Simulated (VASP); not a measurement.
Data:

```
Nb
1.0
   -1.64398     1.64398     1.64398
    1.64398    -1.64398     1.64398
    1.64398     1.64398    -1.64398
Nb
1
Direct
  0.00000   0.00000   0.00000
```

Method: optB86b-vdW, VASP's PBE PAW potentials (set 64) (plane waves; VASP 6.6.1). Run with 520 eV cut-off, 17×17×17 Γ-centred mesh, tetrahedra with Blöchl corrections, potentials Nb_sv.

**Question.** Estimate the energy per atom (σ→0), band gap (on the k-mesh) with the smallest direct gap where there is one.

**Answer.** 
```json
{
 "band gap (on the k-mesh)": "none (metal, semimetal or under 0.01 eV)",
 "energy per atom (σ→0)": "-7.587 eV/atom"
}
```

Total energies compare only between runs with the same potentials, cut-off and functional.

The compound is Nb in the bcc structure. It was relaxed first.
